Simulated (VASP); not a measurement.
Consider the following.

```xyz
2
Lattice="2.9547 0.0000 0.0000 0.0000 2.9547 0.0000 0.0000 0.0000 2.9547" Properties=species:S:1:pos:R:3 pbc="T T T"
Al     1.4774     1.4774     1.4774
Ru     0.0000     0.0000     0.0000
```

Level of theory: LDA (Ceperley-Alder, Perdew-Zunger), VASP's LDA PAW potentials (set 64) (plane waves; VASP). Numerical set-up: 500 eV cut-off, 12×12×12 Γ-centred mesh, first-order Methfessel-Paxton smearing of 0.10 eV, potentials Al Ru_pv.

Question: What does the run give for the energy per atom (σ→0), band gap (on the k-mesh) with the smallest direct gap where there is one?

Answer: 
```
Property                                                    Result
------------------------  ----------------------------------------
band gap (on the k-mesh)  none (metal, semimetal or under 0.01 eV)
energy per atom (σ→0)                               -8.095 eV/atom
```

Only differences to runs with the same potentials and settings are physical.

The compound is RuAl in the CsCl type structure. It was relaxed first. The electron count is odd and the run is not spin-polarised, which forces a metal.
